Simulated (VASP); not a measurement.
All values below come from HSE06 screened hybrid, VASP's PBE PAW potentials (set 64) (plane waves; VASP).

The input files of a VASP run:

INCAR:
```
SYSTEM = Al35BeN36
PREC = Normal; ENCUT = 400; LREAL = Auto
LASPH = .TRUE.; ISYM = 0; NELECT = 288.0
EDIFF = 1E-5; NELM = 50; NELMIN = 4
ALGO = Normal
ISMEAR = 0; SIGMA = 0.05
GGA = PE; LHFCALC = .TRUE.; AEXX = 0.25
HFSCREEN = 0.2; PRECFOCK = Fast
ISIF = 0
LWAVE = .FALSE.; LCHARG = .FALSE.
```

KPOINTS:
```
Automatic mesh
0
Gamma
1 1 1
0 0 0
```

POSCAR:
```
Al35BeN36
1
    4.6932676572    -8.1289780182     0.0000000000
    4.6932676572     8.1289780182     0.0000000000
    0.0000000000     0.0000000000    10.0192026154
Al N Be
35 36 1
Direct
  0.2222546176   0.1112522732   0.2501846451
  0.1115042911   0.2232043901   0.9996762974
  0.2221854385   0.1112464936   0.7491837024
  0.1142361935   0.2258544110   0.4991644014
  0.2250794843   0.4457708716   0.2543734921
  0.1115050370   0.5548235432   0.9996717276
  0.2254139609   0.4458662334   0.7453245381
  0.1142310733   0.5545569272   0.4991836725
  0.2222509387   0.7773749534   0.2501722191
  0.1110000339   0.8886930312   0.9996493544
  0.2222182461   0.7771796595   0.7491931587
  0.1107165199   0.8884211284   0.4996846338
  0.5551115945   0.1107157250   0.2507102679
  0.4449161077   0.2231889002   0.9995799369
  0.5548897768   0.1105131032   0.7490199662
  0.4446342358   0.2257924635   0.4992273135
  0.5537043434   0.4457024671   0.2544372253
  0.4441924161   0.5552841770   0.9980291297
  0.5533599756   0.4457584061   0.7454031937
  0.5537680466   0.7741920791   0.2543884630
  0.4449631696   0.8881229648   0.9996791794
  0.5535032662   0.7737785966   0.7454246319
  0.4446347102   0.8848672516   0.4992046796
  0.8888631170   0.1107569618   0.2506644738
  0.7777485582   0.2221371022   0.9997585079
  0.8888028147   0.1104638867   0.7489024913
  0.7775048722   0.2218312870   0.4993123700
  0.8888119437   0.4446008336   0.2506260631
  0.7764195198   0.5548330749   0.9997051870
  0.8886557418   0.4446019156   0.7489383355
  0.7733094463   0.5545690090   0.4992036393
  0.8882127476   0.7773416466   0.2502376124
  0.7764774421   0.8882014079   0.9997009408
  0.8881695081   0.7772294911   0.7492893925
  0.7733543375   0.8849600422   0.4992043130
  0.2216506994   0.1102052884   0.4411514588
  0.1113191567   0.2226981602   0.1914486607
  0.2221435801   0.1110484375   0.9412073593
  0.1106421532   0.2214136463   0.6910874422
  0.2281441592   0.4471753191   0.4437937595
  0.1112544306   0.5550572332   0.1913983188
  0.2219686250   0.4442407222   0.9390397107
  0.1105492390   0.5554670484   0.6911456945
  0.2216246162   0.7775699205   0.4411596611
  0.1108950421   0.8886318545   0.1910125022
  0.2222147236   0.7775736706   0.9411880164
  0.1108647597   0.8885043387   0.6915272500
  0.5546255956   0.1103458633   0.4418364637
  0.4446503159   0.2227214498   0.1913990086
  0.5554119014   0.1109018118   0.9412331199
  0.4439144615   0.2213260404   0.6911213537
  0.5519368636   0.4471215887   0.4438851246
  0.4441670710   0.5552147781   0.1885328741
  0.5553624008   0.4442134356   0.9390429060
  0.4440733545   0.5551364495   0.6862087986
  0.5520133571   0.7709466339   0.4438152298
  0.4446821232   0.8882662674   0.1914449206
  0.5554126243   0.7775250595   0.9391353011
  0.4439697673   0.8887056731   0.6911575028
  0.8888471612   0.1104015472   0.4417590410
  0.7776474422   0.2220706013   0.1913083021
  0.8887839915   0.1109058791   0.9411371257
  0.7775028663   0.2218971659   0.6912097395
  0.8888167438   0.4446353455   0.4417719014
  0.7767232691   0.5550168306   0.1914769526
  0.8887343435   0.4444288740   0.9411836855
  0.7777309017   0.5554730562   0.6911330829
  0.8889834147   0.7775905077   0.4412045458
  0.7768664197   0.8883088795   0.1914260650
  0.8886488345   0.7775915711   0.9413056508
  0.7778696739   0.8886555826   0.6911389279
  0.4440673906   0.5549987602   0.5020813855
```

POTCAR, in this order: Al N Be (PBE.64 set). Program: vasp_gam. Read from the step before: WAVECAR.

Output

OUTCAR:
```
 ion  position               nearest neighbor table
   1  0.222  0.111  0.250-  37 1.90  49 1.90  45 1.90  36 1.91  16 3.08   4 3.08  12 3.09  10 3.09
                             2 3.09  14 3.10  17 3.13  13 3.13  24 3.13   5 3.13   9 3.13  32 3.13
   2  0.112  0.223  1.000-  42 1.90  62 1.90  38 1.90  37 1.92   3 3.09   1 3.09  26 3.10  24 3.10
                             6 3.11  18 3.12   7 3.13  25 3.13   5 3.13  14 3.13  10 3.14  33 3.14
   3  0.222  0.111  0.749-  39 1.89  51 1.89  47 1.90  38 1.92  12 3.09  16 3.09   4 3.09  10 3.09
                            14 3.09   2 3.09  19 3.12  26 3.13   7 3.13  15 3.13  34 3.14  11 3.14
   4  0.114  0.226  0.499-  40 1.88  36 1.90  60 1.92  39 1.92   5 3.03   7 3.05   1 3.08   8 3.09
                             3 3.09  24 3.09  26 3.10  16 3.10  27 3.14  12 3.15  35 3.20
   5  0.225  0.446  0.254-  40 1.90  53 1.90  37 1.92  41 1.92   8 3.03   4 3.03  20 3.08  17 3.08
                            18 3.13   9 3.13   1 3.13   2 3.13   6 3.13  24 3.15  28 3.15
   6  0.112  0.555  1.000-  42 1.90  46 1.90  66 1.90  41 1.92  11 3.09   9 3.09  30 3.10  28 3.10
                             2 3.11  18 3.12   7 3.13  25 3.13   5 3.13  21 3.13  10 3.14  29 3.15
   7  0.225  0.446  0.745-  55 1.87  43 1.90  39 1.90  42 1.94   8 3.05   4 3.05  19 3.08  22 3.08
                            18 3.09  11 3.13   2 3.13   3 3.13   6 3.13  26 3.15  30 3.16
   8  0.114  0.555  0.499-  40 1.88  44 1.90  64 1.92  43 1.92   5 3.03   7 3.05   9 3.08   4 3.09
                            11 3.09  28 3.09  23 3.10  30 3.10  27 3.14  12 3.15  31 3.20
   9  0.222  0.777  0.250-  41 1.90  57 1.90  45 1.90  44 1.91  23 3.08   8 3.08  12 3.09   6 3.09
                            10 3.09  21 3.09   5 3.13  13 3.13  28 3.13  20 3.13   1 3.13  32 3.14
  10  0.111  0.889  1.000-  70 1.90  46 1.90  38 1.90  45 1.92   3 3.09  34 3.09   9 3.09   1 3.09
                            11 3.09  32 3.10   6 3.14  14 3.14  29 3.14  21 3.14   2 3.14  33 3.14
  11  0.222  0.777  0.749-  43 1.89  59 1.89  47 1.90  46 1.92  12 3.09  23 3.09   8 3.09   6 3.09
                            10 3.09  21 3.09   7 3.13  15 3.13  22 3.13  30 3.13  34 3.14   3 3.14
  12  0.111  0.888  0.500-  68 1.90  44 1.90  36 1.90  47 1.92  32 3.09   9 3.09  34 3.09  11 3.09
                             3 3.09   1 3.09   8 3.15  31 3.15  35 3.15  16 3.15   4 3.15  23 3.15
  13  0.555  0.111  0.251-  57 1.90  49 1.90  61 1.90  48 1.91  27 3.08  16 3.09  23 3.09  25 3.10
                            21 3.10  14 3.10   9 3.13   1 3.13  24 3.13  28 3.13  17 3.15  20 3.15
  14  0.445  0.223  1.000-  54 1.90  38 1.90  50 1.90  49 1.92   3 3.09  15 3.09   1 3.10  13 3.10
                            29 3.11  18 3.12  19 3.12  25 3.13  17 3.13   2 3.13  10 3.14  21 3.15
  15  0.555  0.111  0.749-  51 1.89  59 1.89  63 1.90  50 1.93  27 3.09  21 3.09  14 3.09  25 3.10
                            16 3.10  23 3.10  11 3.13   3 3.13  30 3.13  26 3.13  19 3.15  22 3.15
  16  0.445  0.226  0.499-  52 1.88  36 1.90  48 1.92  51 1.92  17 3.03  19 3.05   1 3.08  31 3.09
                             3 3.09  13 3.09   4 3.10  15 3.10  27 3.14  12 3.15  23 3.20
  17  0.554  0.446  0.254-  52 1.90  53 1.90  49 1.92  65 1.92  31 3.03  16 3.03  20 3.08   5 3.08
                             1 3.13  18 3.13  32 3.13  29 3.13  14 3.13  28 3.15  13 3.15
  18  0.444  0.555  0.998-  58 1.90  42 1.90  54 1.90  53 1.91  22 3.09  19 3.09   7 3.09   2 3.12
                            29 3.12  21 3.12  14 3.12   6 3.12  33 3.12  20 3.12   5 3.13  17 3.13
  19  0.553  0.446  0.745-  55 1.87  67 1.90  51 1.90  54 1.94  16 3.05  31 3.05  22 3.08   7 3.08
                            18 3.09  14 3.12   3 3.12  29 3.13  34 3.13  30 3.15  15 3.15
  20  0.554  0.774  0.254-  56 1.90  53 1.90  69 1.92  57 1.92  35 3.03  23 3.03  17 3.08   5 3.08
...
```

**OSZICAR**
```
       N       E                     dE             d eps       ncg     rms          rms(c)
DAV:   1    -0.616675571668E+03   -0.61668E+03   -0.17740E+01   442   0.856E+00    0.498E+01
DAV:   2    -0.616788782149E+03   -0.11321E+00   -0.31062E-01   455   0.140E+00    0.338E+01
DAV:   3    -0.616770352764E+03    0.18429E-01   -0.72408E-03   404   0.252E-01    0.206E+01
DAV:   4    -0.616762906816E+03    0.74459E-02   -0.32160E-03   420   0.127E-01    0.122E+01
DAV:   5    -0.616760569037E+03    0.23378E-02   -0.82575E-04   404   0.639E-02    0.714E+00
DAV:   6    -0.616759777219E+03    0.79182E-03   -0.21411E-04   420   0.382E-02    0.413E+00
DAV:   7    -0.616759518072E+03    0.25915E-03   -0.79721E-05   412   0.244E-02    0.238E+00
DAV:   8    -0.616759437578E+03    0.80494E-04   -0.21585E-05   260   0.145E-02    0.139E+00
DAV:   9    -0.616759413029E+03    0.24548E-04   -0.15278E-05   215   0.120E-02    0.796E-01
DAV:  10    -0.616759408376E+03    0.46531E-05   -0.59257E-06   220   0.693E-03
   1 F= -.61675941E+03 E0= -.61675941E+03  d E =-.428860E-11
```

**OUTCAR**
```
------------------------ aborting loop because EDIFF is reached ----------------------------------------
  volume of cell :      764.49
      direct lattice vectors                 reciprocal lattice vectors
     4.693267657 -8.128978018  0.000000000     0.106535582 -0.061508347  0.000000000
     4.693267657  8.128978018  0.000000000     0.106535582  0.061508347  0.000000000
     0.000000000  0.000000000 10.019202615     0.000000000  0.000000000  0.099808342
  FREE ENERGIE OF THE ION-ELECTRON SYSTEM (eV)
  ---------------------------------------------------
  free  energy   TOTEN  =      -616.7594083762 eV

  energy  without entropy=     -616.7594083761  energy(sigma->0) =     -616.75940838

  exchange ACFDT corr.  =         0.00000000  see jH, gK, PRB 81, 115126
```
(Selected blocks of OUTCAR.)

The cell is charged, with a uniform compensating background. The supercell is sampled at Γ alone, which is coarse: total energies, pressure and levels can be off, energies of defects by several tenths of an eV.

The cell is a supercell with a defect, built from AlN (wurtzite): Be_Al, charge -1. The cell's shape comes from a PBE relaxation. The run is not spin-polarised, so no state with unpaired spins was tried.
